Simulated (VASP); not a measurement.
Crystal: NiO.

```
Ni O
1.0
     1.43814    0.83031    2.33081
    -1.43814    0.83031    2.33081
     0.00000   -1.66062    2.33081
Ni O
1 1
Direct
  0.00000 0.00000 0.00000
  0.50000 0.50000 0.50000
```

The cell was built by a generator and needn't be a form met in nature.

Base run:

* Program: VASP 6.6.1
* Functional: PBE
* Potentials or basis: VASP PAW PBE potentials, release 64 (Ni, O)
* Cutoff: 400 eV
* k mesh: 9 × 9 × 9
* Occupations: gaussian, width 0.02 eV
* Spin: collinear spin, ferromagnetic start
* Starting moments: [2.0, 0.0] μB

Its results: band gap on the k mesh none (metal or under the smearing width); net moment 1.37 μB per cell; site moments Ni +1.15; O +0.20 μB.

**Question.** After a change of settings the same cell gave: band gap on the k mesh none (metal or under the smearing width); net moment 1.26 μB per cell; site moments Ni +1.06; O +0.17 μB. Which change was it?
A. cutoff from 400 eV to 520 eV; k mesh from 9 × 9 × 9 to 12 × 12 × 12
B. cutoff from 400 eV to 520 eV
C. cutoff from 400 eV to 520 eV; k mesh from 9 × 9 × 9 to 6 × 6 × 6
D. cutoff from 400 eV to 520 eV; k mesh from 9 × 9 × 9 to 18 × 18 × 18

**Answer.** B.

Caveats: a cell with one magnetic atom can't hold antiferromagnetic order, which such compounds often take; semilocal functionals often make such compounds metallic where correlation or magnetic order opens a gap, which also shifts bond lengths.

Not every run made on this cell is shown here.
